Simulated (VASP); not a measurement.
An input for Quantum ESPRESSO's pw.x (written as the equivalent of a VASP run, and not itself run):

```
&CONTROL
  calculation = 'vc-relax'
  pseudo_dir = './pseudo'
  outdir = './out'
  tprnfor = .true.
  tstress = .true.
  nstep = 40
  forc_conv_thr = 0.00078
/
&SYSTEM
  ibrav = 0
  nat = 4
  ntyp = 2
  ecutwfc = 84
  occupations = 'smearing'
  smearing = 'methfessel-paxton'
  degauss = 0.00735
  input_dft = 'pbesol'
/
&ELECTRONS
  conv_thr = 7.3e-08
  electron_maxstep = 100
/
&IONS
/
&CELL
  press = 50
/
ATOMIC_SPECIES
  In 114.818 In.upf
  As 74.922 As.upf
CELL_PARAMETERS angstrom
     3.8590691    0.0000000   -0.0000000
    -1.9295345    3.3420513    0.0000000
    -0.0000000   -0.0000000    6.6675256
ATOMIC_POSITIONS crystal
  In   0.0000000  0.0000000  1.0000000
  In   0.0000000  0.0000000  0.5000000
  As   0.3333330  0.6666670  0.2500000
  As   0.6666670  0.3333330  0.7500000
K_POINTS automatic
  9 9 5 0 0 0
```

**Question.** Write the VASP files for the same calculation (PBEsol).

**Answer.** One answer among several that fit: 
### INCAR
```
NSW = 40
SYSTEM = InAs
IBRION = 2   # conjugate gradients
EDIFFG = -0.02
PREC = Accurate
GGA = PS   # PBEsol
ENCUT = 500   # plane-wave cut-off (eV)
ISMEAR = 1
LASPH = T
LCHARG = F
SIGMA = 0.1
NELM = 100   # most electronic steps
LWAVE = F
ISIF = 3   # ions, shape and volume
EDIFF = 1E-6   # SCF stop (eV)
PSTRESS = 50
ALGO = Normal   # blocked Davidson
LMAXMIX = 4   # l cut-off of mixed one-centre charges
LREAL = F   # projection in real space or not
```

KPOINTS:
```
Automatic mesh
0
Gamma
9 9 5
0 0 0
```

**POSCAR**
```
InAs
1.0
  3.8590690644   0.0000000000   0.0000000000
 -1.9295345322   3.3420513261   0.0000000000
  0.0000000000   0.0000000000   6.6675256138
In As
2 2
Cartesian
  0.0000000000   0.0000000000   6.6675256138
  0.0000000000   0.0000000000   3.3337628069
 -0.0000019295   2.2280353314   1.6668814034
  1.9295364617   1.1140159947   5.0006442103
```

POTCAR, in this order: In_d As (PBE.64 set). Program: vasp_std.

The two are equivalent in intent, not identical: the potentials are each code's own (VASP's PAW set, PseudoDojo norm-conserving files in pw.x), so ENCUT and ecutwfc are chosen apart and not converted; conv_thr bounds pw.x's estimated SCF error, while EDIFF bounds the energy change between steps; forc_conv_thr acts on force components and is met together with etot_conv_thr.

The structure was generated: InAs was put into the NiAs type type (P6_3/mmc), which need not be its known phase. It was relaxed first under an external pressure of 5 GPa.
